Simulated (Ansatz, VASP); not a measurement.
# Cross-check of Be (Beryllium) between VASP and Ansatz

One calculation is typed for both programs; each brings its own data sets. How far apart do they land? The cell is taken from a series of runs on this material, whose earlier steps may have relaxed, scaled, displaced or heated it; both programs get it as it stands.

Method: plane waves, with VASP 6.6.1 beside it; zone-centre phonons at LDA, in Ansatz 0.2.0.

## 1. Starting point

Symmetry: P6_3/mmc, No. 194, hexagonal system. The conventional cell has a = 2.139 Å, b = 2.139 Å, c = 3.520 Å, α = 90.00°, β = 90.00°, γ = 120.00°. Be has 12 Be at 2.14 to 2.15 Å nearest.

## 2. Ansatz: zone-centre phonons, LDA, pair 1

Ansatz runs on its PAW soft_1 files.

Second derivatives magnify differences that forces hide, and they need a tight electronic threshold.

input.yaml

```yaml
crystal:
  lattice:
    - [2.1387119419, 0.0, 0.0]
    - [-1.069355971, 1.8521788731, 0.0]
    - [0.0, 0.0, 3.5195404074]
  atoms:
    - { symbol: Be, position: [0.3333333333, 0.6666666667, 0.25] }
    - { symbol: Be, position: [0.6666666667, 0.3333333333, 0.75] }
kpoints:
  mp_grid: { grid: [24, 24, 12] }
hamiltonian:
  xc: lda
  pseudopotentials: { kind: paw, azcp: { folder: soft_1 }, xc_functional: pbe }
scf:
  occupations: { method: methfessel_paxton, width: 0.2 }
output:
  eigenvalues: true
phonons:
  method: dfpt
```

Run with:

```console
$ ansatz run input.yaml --threads 4 --pin off --max-ram 10240MiB --backend cpu --events-out ev --progress --plain --runs-dir out
```

Numbers of over 12 decimals in the logs are rounded to 6 here.

Output:

```text
zone centre: on kpoints.mp_grid the ground state, and the responses unless they are solved on pairs of k-points, stand on 1099 of the mesh's 6912 k-points, reduced under 4 symmetry operations, with k and −k counted as one. Each operation leaves every solved displacement unchanged or reverses it
Engine: ansatz 0.2.0, aarch64-unknown-linux-gnu
Pseudopotentials: kind: paw
Pseudopotential: Be, paw, valence charge 2, recommended cutoff 420 eV (normal), soft_1/Be.paw.azcp
Functional definition: SPW92
  exchange = slater_x
  correlation = pw_c
Crystal: 2 atoms, lattice volume = 13.942 Å³
Basis set: ecut = 420 eV, 287 PW (Γ), exchange–correlation on 30×30×48 points (8 copies of the dense FFT grid, shifted against one another)
Bands: 6, of which v1, the nominal top of the filled ones, is band 2 counted from 1 (1 counted from 0)
Symmetry: 24 space group operations
k-points: 1099 of 6912 (irreducible under 4 space group operations, time reversal used)
Non-local potential: Be, projectors of the file, l = 0: 2, l = 1: 2, l = 2: 1
PAW form: soft (Blöchl's): semilocal exchange-correlation on the pseudo side does not see the compensation charge
PAW frozen core: Be, regenerated for the run's functional, and the local potential with it (the file was generated under x = pbe(κ = 0.804, μ = 0.219515), c = pbe(β = 0.066725))
PAW one-centre angular grid: Be, 110 points (default); XC on 64 Gauss nodes
Initial density: superposition of atomic densities (chi_scale 0.1, normalization cell)
Initial wavefunctions: pseudopotential atomic-orbital guess
Functional: x = slater, c = lda
SCF iter   1: F=—  HF=-176.402804 eV  |F-HF|=—  |Δ(HF+E_count)|=         —  Δρ=1.55e-2  dr2=2.13e-2  ethr=3.10e-3  ⟨swp⟩=4.6  Hψ=54132  notcnv=0
preconditioner: auto → none  [metal: Δε(μ)=0.052 eV  Ē_g=14.073 eV  σ=0.200 eV  W_gap=0.21  n_scr=2 (ndim 8)  ℏωp=19.9 eV  f_vac=0.000  D(μ)=0.21/eV (n_scr^D=0)  sad-step TF]
SCF iter   2: F=—  HF=-176.406852 eV  |F-HF|=—  |Δ(HF+E_count)|=   4.05e-3  S|Δr|=    0.00e0  Δρ=9.38e-3  dr2=8.12e-3  ethr=5.33e-4  ⟨swp⟩=1.0  Hψ=15386  notcnv=0
SCF iter   3: F=—  HF=-176.407540 eV  |F-HF|=—  |Δ(HF+E_count)|=   6.88e-4  S|Δr|=    0.00e0  Δρ=5.06e-4  dr2=2.65e-5  ethr=2.03e-4  ⟨swp⟩=1.0  Hψ=6594  notcnv=0
SCF iter   4: F=—  HF=-176.407535 eV  |F-HF|=—  |Δ(HF+E_count)|=   4.91e-6  S|Δr|=    0.00e0  Δρ=2.12e-5  dr2=4.36e-8  ethr=6.64e-7  ⟨swp⟩=1.0  Hψ=6595  notcnv=0
SCF iter   5: F=—  HF=-176.407535 eV  |F-HF|=—  |Δ(HF+E_count)|=   4.92e-8  S|Δr|=    0.00e0  Δρ=2.16e-6  dr2=3.18e-10  ethr=1.09e-9  ⟨swp⟩=2.2  Hψ=8658  notcnv=0
SCF iter   6: F=-176.407535 eV  HF=-176.407535 eV  |F-HF|=5.68e-14  |Δ(HF+E_count)|=  3.93e-11  S|Δr|=    0.00e0  Δρ=1.82e-7  dr2=2.68e-12  ethr=1.00e-12  ⟨swp⟩=4.5  Hψ=17487  notcnv=0
SCF 1 converged in 6 iterations: F = -176.407535 eV  dr2 = 2.68e-12
  greatest PAW one-centre occupation: 0.382 electrons in one spin orbital (limit 2), on the Be atom at site 1 (counted from 0), in its partial waves of l = 0
DFPT response loops at Γ: preconditioner auto → Kerker (q_TF=auto, 2.216 Å⁻¹) (partly filled bands, converged f_vac=0.000); β = 1.00, the filter's whole step (`scf.mixing.beta` (0.50) is not read by the response loops under this deck's `scf.mixing.preconditioner`; to damp them name `kerker` or `kerker_dos`, under which they read `scf.mixing.beta`, and type it under 1.00, their step now; both keys bind the ground state too); Broyden in place of MSR1
SCF converged after 6 iterations
Stability not checked: this state was not tested for a lower state beside it, because cold or Methfessel-Paxton smearing, or corrected tetrahedra, fill the levels in a way that the test cannot read (fill_not_monotonic; see scf.lower_state_search)
Free energy (F): -176.407535 eV
Harris-Foulkes:  -176.407535 eV  (|F-HF|=5.68e-14)
Internal energy: -176.407082 eV  (E = F + TS)
E sigma→0 (E₀):  -176.407421 eV
Entropy (-TS):   -0.000453 eV (-0.226 meV/atom)
Fermi energy:    9.249862 eV
--- Per-component energies (eV) ---
  E_band       = 15.023035
  E_kinetic    = 46.678005
  E_local      = 6.727092  (includes V_loc(G=0)·N_el)
  E_nonlocal   = 8.401410
  E_hartree    = 0.074157
  E_xc         = -41.847163
  E_vxc        = -43.297699  (∫ρ·V_xc dr)
  E_paw        = -109.417831  (= ΣΔE_a)
  E_vpaw       = -3.634086  (= ΣTr[D̂ρ^β])
  E_aug_tail   = -0.000001  (compensation charges beyond the density's cutoff)
  E_ewald      = -87.083325
  E_core_change = 0.060574  (= ΣΔE_core)
  E_smearing   = -0.000453  (= −TS)
  E_closure    = 0.000000  (closes the sum)
  Σ components = -176.407535   (vs F -176.407535, Δ=0.00e0)
--- Band table (eV; the first three rows and the last of 1099) ---
  k-point 0: bands = ["-2.7483", "3.7935", "10.0570", "27.4790", "27.4790", "30.3167"]
  k-point 1: bands = ["-2.6901", "3.4778", "10.5166", "27.5327", "27.5327", "30.1014"]
  k-point 2: bands = ["-2.5154", "2.7270", "11.6976", "27.6908", "27.6908", "28.5581"]
  k-point 1098: bands = ["5.0004", "5.0004", "13.2029", "13.2029", "17.9533", "17.9533"]
--- Phonons (Γ-DFPT): 2 representative perturbations + reference, on 1099 of 6912 k-points (Σ response iterations 6) ---
  k mesh reduced under 4 symmetry operations, with k and −k counted as one. Each operation leaves every solved displacement unchanged or reverses it
  ASR residual: 3.338e-5 → 0.000e0 eV/Å²; symmetrization residual: 2.254e-11 eV/Å²
  ASR residual per site (eV/Å²): 3.34e-5 3.34e-5
  Γ frequencies (cm⁻¹): 0.00 0.00 0.00 488.49 488.49 741.72
  non-analytic LO–TO correction: not included (Born effective charges unavailable; polar crystals: no LO–TO splitting at Γ)
```

Reading the cycles: dr2 is the Hartree energy of the density residual (eV), the measure of convergence; HF is the Harris–Foulkes estimate of the energy, which meets the free energy F at convergence.

## 3. VASP: zone-centre phonons, LDA, pair 1

The same cell, functional (in two slightly different forms), mesh and smearing now go to VASP, with its own data sets.

Lines of VASP's logs that name or quote its potential files are left out, and so is its time.

INCAR

```
SYSTEM = Be
PREC = Accurate
ENCUT = 600
EDIFF = 1E-08
NELM = 120
ISMEAR = 1
SIGMA = 0.2
LREAL = .FALSE.
ALGO = Normal
GGA = CA
NBANDS = 8
LORBIT = 11
LWAVE = .FALSE.
LCHARG = .FALSE.
ISIF = 2
IBRION = 8
LASPH = .TRUE.
GGA_COMPAT = .FALSE.
KPAR = 2
```

POSCAR

```
Be
1.0
    2.1387119419      0.0000000000      0.0000000000
   -1.0693559710      1.8521788731      0.0000000000
    0.0000000000      0.0000000000      3.5195404074
Be
2
Direct
    0.3333333333      0.6666666667      0.2500000000
    0.6666666667      0.3333333333      0.7500000000
```

KPOINTS

```
Automatic mesh
0
Gamma
24 24 12
0 0 0
```

Potentials, in the order of the species: Be (LDA family, release 64).

Run with:

```console
$ mpirun -np 2 vasp_std
```

Output:

```text
[banner, memory and clock lines left out]
running    2 mpi-ranks, on    1 nodes
 distrk:  each k-point on    1 cores,    2 groups
 distr:  one band on    1 cores,    1 groups

 POSCAR found type information on POSCAR Be
 POSCAR found :  1 types and       2 ions
 LDA part: xc-table for (Slater(with rela. corr.)+CA(PZ))
 , standard interpolation
 POSCAR, INCAR and KPOINTS ok, starting setup
 FFT: planning ... GRIDC
 FFT: planning ... GRID_SOFT
 FFT: planning ... GRID
 WAVECAR not read
 entering main loop
       N       E                     dE             d eps       ncg     rms          rms(c)
DAV:   1    -0.404559417194E+01   -0.40456E+01   -0.20831E+03  6928   0.474E+02
DAV:   2    -0.841324189601E+01   -0.43676E+01   -0.41344E+01 10808   0.481E+01
DAV:   3    -0.842599008336E+01   -0.12748E-01   -0.12721E-01  7088   0.266E+00
DAV:   4    -0.842599357151E+01   -0.34882E-05   -0.34875E-05  9736   0.466E-02
DAV:   5    -0.842599357068E+01    0.83188E-09   -0.19299E-09  7064   0.228E-04    0.136E+00
DAV:   6    -0.837577705516E+01    0.50217E-01   -0.32433E-03  8504   0.465E-01    0.821E-01
DAV:   7    -0.835346061615E+01    0.22316E-01   -0.49537E-03  9112   0.572E-01    0.234E-02
DAV:   8    -0.835344736888E+01    0.13247E-04   -0.75930E-06  7336   0.268E-02    0.612E-03
DAV:   9    -0.835344600514E+01    0.13637E-05   -0.68858E-07  8968   0.729E-03    0.587E-04
DAV:  10    -0.835344599565E+01    0.94865E-08   -0.17991E-09  6624   0.410E-04
   1 F= -.83534460E+01 E0= -.83532958E+01  d E =-.450714E-03
 Linear response reoptimize wavefunctions to high precision
DAV:   1    -0.835344599474E+01    0.91366E-09   -0.30291E-10  7480   0.151E-04
DAV:   2    -0.835344599474E+01   -0.56843E-13   -0.62421E-13  3464   0.617E-06
 Linear response DOF=           2
 Linear response progress:
  Degree of freedom:   1/  2
       N       E                     dE             d eps       ncg     rms          rms(c)
RMM:   1    -0.783208674326E-02   -0.78321E-02   -0.35480E-03 67646   0.319E-01
RMM:   2    -0.776573696316E-02    0.66350E-04   -0.11866E-05 50234   0.287E-02    0.238E-02
RMM:   3    -0.777685339062E-02   -0.11116E-04   -0.29572E-07 50620   0.571E-03    0.143E-02
RMM:   4    -0.780679108430E-02   -0.29938E-04   -0.92789E-07 51087   0.842E-03    0.269E-04
RMM:   5    -0.780687481874E-02   -0.83734E-07   -0.10357E-08 51989   0.235E-04    0.106E-04
RMM:   6    -0.780690813935E-02   -0.33321E-07    0.17773E-10 51813   0.730E-05    0.502E-06
RMM:   7    -0.780690148844E-02    0.66509E-08    0.94703E-11 50533   0.318E-06    0.166E-06
 first order change of Fermi-energy  -0.29657E-04
 force on displaced ion       1 direction 1 :  -3.952   0.001   0.000
 Linear response progress:
  Degree of freedom:   2/  2
       N       E                     dE             d eps       ncg     rms          rms(c)
RMM:   1    -0.226911346519E-01   -0.22691E-01    0.91018E-03 24240   0.739E-01
RMM:   2    -0.181487568453E-01    0.45424E-02   -0.34396E-03 16109   0.846E-02    0.124E-01
RMM:   3    -0.168591882296E-01    0.12896E-02    0.64138E-04 15943   0.107E-01    0.454E-02
RMM:   4    -0.170641880222E-01   -0.20500E-03    0.19181E-04 16227   0.592E-02    0.438E-03
RMM:   5    -0.171017199030E-01   -0.37532E-04   -0.22507E-05 16917   0.359E-03    0.752E-04
RMM:   6    -0.171008744809E-01    0.84542E-06   -0.32126E-06 16654   0.548E-04    0.786E-05
RMM:   7    -0.171004707950E-01    0.40369E-06   -0.51720E-07 17235   0.283E-05    0.142E-05
RMM:   8    -0.171004236537E-01    0.47141E-07   -0.46466E-08 17269   0.722E-06    0.827E-07
RMM:   9    -0.171004212847E-01    0.23689E-08   -0.53768E-09 12255   0.529E-07    0.266E-07
 first order change of Fermi-energy  -0.12329E-04
 force on displaced ion       1 direction 3 :  -0.000   0.000  -9.210
 Linear response finished
```

OUTCAR, selected parts (step 3):

```text
ion  position               nearest neighbor table
   1  0.333  0.667  0.250-   2 2.15   2 2.15   2 2.15   2 2.15   2 2.15   2 2.15
   2  0.667  0.333  0.750-   1 2.15   1 2.15   1 2.15   1 2.15   1 2.15   1 2.15

  LATTYP: Found a hexagonal cell.
 ALAT       =     2.1387119419
 C/A-ratio  =     1.6456355522

 Subroutine GETGRP returns: Found 24 space group operations
 (whereof 12 operations were pure point group operations)

The static configuration has the point symmetry D_3d.
 The point group associated with its full space group is D_6h.

 Found    427 irreducible k-points:

   k-points           NKPTS =    427   k-points in BZ     NKDIM =    427   number of bands    NBANDS=      8

   dimension x,y,z NGX =    18 NGY =   18 NGZ =   28
   dimension x,y,z NGXF=    36 NGYF=   36 NGZF=   56

   ENCUT  =  600.0 eV  44.10 Ry    6.64 a.u.   4.27  4.27  7.03*2*pi/ulx,y,z

   NELECT =       4.0000    total number of electrons

 k-points in reciprocal lattice and weights: Automatic mesh
   0.00000000  0.00000000  0.00000000       0.000
   0.04166667 -0.00000000  0.00000000       0.001
   0.08333333 -0.00000000  0.00000000       0.001
   0.12500000 -0.00000000  0.00000000       0.001
   0.16666667  0.00000000  0.00000000       0.001
   0.20833333 -0.00000000  0.00000000       0.001
   0.25000000 -0.00000000  0.00000000       0.001
   0.29166667  0.00000000  0.00000000       0.001
   0.33333333 -0.00000000  0.00000000       0.001
[...]
0.33333333  0.29166667  0.50000000       0.002
   0.33333333  0.33333333  0.50000000       0.000

 average (electrostatic) potential at core
       1 -29.1097       2 -29.1097

  Total        1.5693447      1.5693447      0.0546572     -0.0000000      0.0000000      0.0000000
  in kB      180.3465091    180.3465091      6.2811132     -0.0000000      0.0000000      0.0000000
  external PRESSURE =     122.3247105 kB  Pullay stress =       0.0000000 kB

  energy-cutoff  :      600.00
  volume of cell :       13.94
      direct lattice vectors                 reciprocal lattice vectors
     2.138711942  0.000000000  0.000000000     0.467571149  0.269952329  0.000000000
    -1.069355971  1.852178873  0.000000000     0.000000000  0.539904657  0.000000000
     0.000000000  0.000000000  3.519540407     0.000000000  0.000000000  0.284128007

 POSITION                                       TOTAL-FORCE (eV/Angst)
 -----------------------------------------------------------------------------------
     -0.00000      1.23479      0.87989        -0.000000      0.000000      0.000000
      1.06936      0.61739      2.63966         0.000000      0.000000      0.000000
 -----------------------------------------------------------------------------------
    total drift:                                0.000000     -0.000000      0.000000

 Eigenvectors and eigenvalues of the dynamical matrix
 ----------------------------------------------------

   1 f  =   22.349392 THz   140.425369 2PiTHz  745.495458 cm-1    92.429615 meV
             X         Y         Z           dx          dy          dz
     -0.000000  1.234786  0.879885     0.000000    0.000000    0.707107
      1.069356  0.617393  2.639655     0.000000    0.000000   -0.707107

   2 f  =   14.640243 THz    91.987361 2PiTHz  488.345945 cm-1    60.547153 meV
             X         Y         Z           dx          dy          dz
     -0.000000  1.234786  0.879885     0.316423   -0.632358    0.000000
      1.069356  0.617393  2.639655    -0.316423    0.632358    0.000000

   3 f  =   14.640243 THz    91.987361 2PiTHz  488.345945 cm-1    60.547153 meV
             X         Y         Z           dx          dy          dz
     -0.000000  1.234786  0.879885    -0.632358   -0.316423    0.000000
      1.069356  0.617393  2.639655     0.632358    0.316423    0.000000

   4 f  =    0.000000 THz     0.000001 2PiTHz    0.000007 cm-1     0.000001 meV
             X         Y         Z           dx          dy          dz
     -0.000000  1.234786  0.879885     0.025311    0.706654    0.000000
      1.069356  0.617393  2.639655     0.025311    0.706654    0.000000

   5 f  =    0.000000 THz     0.000000 2PiTHz    0.000000 cm-1     0.000000 meV
             X         Y         Z           dx          dy          dz
     -0.000000  1.234786  0.879885     0.000000    0.000000    0.707107
      1.069356  0.617393  2.639655     0.000000    0.000000    0.707107

   6 f/i=    0.000000 THz     0.000001 2PiTHz    0.000007 cm-1     0.000001 meV
             X         Y         Z           dx          dy          dz
     -0.000000  1.234786  0.879885    -0.706654    0.025311    0.000000
      1.069356  0.617393  2.639655    -0.706654    0.025311    0.000000

 ELASTIC MODULI CONTR FROM IONIC RELAXATION (kBar)
 Direction    XX          YY          ZZ          XY          YZ          ZX
 --------------------------------------------------------------------------------
 XX        -352.5066    352.5066      0.0000      0.0000      0.0000      0.0000
 YY         352.5066   -352.5066      0.0000      0.0000      0.0000      0.0000
 ZZ           0.0000      0.0000     -0.0000     -0.0000      0.0000      0.0000
 XY           0.0000      0.0000     -0.0000   -352.5066     -0.0000     -0.0000
 YZ           0.0000      0.0000      0.0000     -0.0000     -0.0000     -0.0000
 ZX           0.0000      0.0000      0.0000     -0.0000     -0.0000     -0.0000
 --------------------------------------------------------------------------------
```

## 4. Comparison

Known differences besides the potentials themselves: the two LDA forms differ slightly; the cutoff is 420 eV in Ansatz and 600 eV in VASP; VASP's log shows a relativistic correction to its local exchange, Ansatz's none. Total energies have different zeros and are not compared.

Compared:

| quantity | Ansatz | VASP | difference |
| --- | --- | --- | --- |
| optical mode 1 to 2 (cm⁻¹) | 488.5 | 488.3 | +0.03 % |
| optical mode 3 (cm⁻¹) | 741.7 | 745.5 | -0.51 % |

Modes are paired by rising frequency, not by their patterns, so a pair may set unlike modes beside each other; they are those without the splitting of longitudinal modes.

## 5. VASP: zone-centre phonons, LDA, pair 2

Second derivatives magnify differences that forces hide, and they need a tight electronic threshold. The cell compared in this pair holds 14.23 Å³, against 13.94 Å³ for the pair before.

INCAR is that of step 3.

POSCAR

```
Be
1.0
    2.1609901913      0.0000000000      0.0000000000
   -1.0804950957      1.8714724030      0.0000000000
    0.0000000000      0.0000000000      3.5177718857
Be
2
Direct
    0.3333333333      0.6666666667      0.2500000000
    0.6666666667      0.3333333333      0.7500000000
```

KPOINTS is that of step 3.

Run with:

```console
$ mpirun -np 2 vasp_std
```

Output:

```text
[... set-up lines as in an earlier step ...]
 entering main loop
       N       E                     dE             d eps       ncg     rms          rms(c)
DAV:   1    -0.424767824775E+01   -0.42477E+01   -0.20384E+03  6888   0.466E+02
DAV:   2    -0.843656033448E+01   -0.41889E+01   -0.41105E+01 10928   0.477E+01
DAV:   3    -0.844984455227E+01   -0.13284E-01   -0.13015E-01  7064   0.266E+00
DAV:   4    -0.844985254231E+01   -0.79900E-05   -0.79747E-05  9808   0.490E-02
[...]
DAV:   8    -0.838166943001E+01    0.11916E-04   -0.75200E-06  7272   0.268E-02    0.587E-03
DAV:   9    -0.838166816218E+01    0.12678E-05   -0.64778E-07  9064   0.704E-03    0.561E-04
DAV:  10    -0.838166815236E+01    0.98242E-08   -0.17877E-09  6552   0.406E-04
   1 F= -.83816682E+01 E0= -.83815087E+01  d E =-.478210E-03
 Linear response reoptimize wavefunctions to high precision
DAV:   1    -0.838166815148E+01    0.87513E-09   -0.29413E-10  7648   0.147E-04
DAV:   2    -0.838166815148E+01   -0.56843E-13   -0.52492E-13  3464   0.581E-06
 Linear response DOF=           2
 Linear response progress:
[...]
RMM:   7    -0.766283876624E-02    0.56411E-08    0.15886E-10 51734   0.440E-06    0.171E-06
 first order change of Fermi-energy   0.17709E-05
 force on displaced ion       1 direction 1 :  -3.901   0.001   0.000
 Linear response progress:
  Degree of freedom:   2/  2
       N       E                     dE             d eps       ncg     rms          rms(c)
RMM:   1    -0.219039490043E-01   -0.21904E-01    0.10001E-02 24295   0.724E-01
RMM:   2    -0.174168827852E-01    0.44871E-02    0.20250E-04 16105   0.819E-02    0.122E-01
RMM:   3    -0.165331370899E-01    0.88375E-03    0.69360E-04 15951   0.104E-01    0.447E-02
RMM:   4    -0.167470440474E-01   -0.21391E-03    0.14788E-04 16237   0.578E-02    0.428E-03
RMM:   5    -0.167797141338E-01   -0.32670E-04   -0.24890E-05 16919   0.352E-03    0.745E-04
RMM:   6    -0.167786245804E-01    0.10896E-05   -0.41735E-06 16665   0.554E-04    0.791E-05
RMM:   7    -0.167781378905E-01    0.48669E-06   -0.69142E-07 17235   0.291E-05    0.140E-05
RMM:   8    -0.167780786827E-01    0.59208E-07   -0.51576E-08 17258   0.745E-06    0.843E-07
RMM:   9    -0.167780724752E-01    0.62076E-08   -0.51084E-09 12253   0.532E-07    0.242E-07
 first order change of Fermi-energy   0.40753E-05
 force on displaced ion       1 direction 3 :  -0.000  -0.000  -9.033
 Linear response finished
```

OUTCAR, selected parts (step 5):

```text
  Total        1.1593533      1.1593533      0.0528254     -0.0000000     -0.0000000     -0.0000000
  in kB      130.5637154    130.5637154      5.9490702     -0.0000000     -0.0000000     -0.0000000
  external PRESSURE =      89.0255003 kB  Pullay stress =       0.0000000 kB

 POSITION                                       TOTAL-FORCE (eV/Angst)
 -----------------------------------------------------------------------------------
     -0.00000      1.24765      0.87944        -0.000000      0.000000      0.000000
      1.08050      0.62382      2.63833         0.000000     -0.000000      0.000000
 -----------------------------------------------------------------------------------
    total drift:                                0.000000     -0.000000      0.000000

[... 1 part as in an earlier step ...]

[... 1 further part left out ...]
```

(Part 1 of 2 ends here.)

[Lines on the potential files, build, host, timing and source positions are cut from VASP's logs without a mark.]

[Logs are printed without paths, hosts, clocks, repeated set-up lines and the standing remarks that a program may print on its own settings, such as how far it seeks lower states.]

[Hosts, paths, dates, database ids (printed as entryN), source tags and the programs' standing remarks are cut or masked in the printed files.]
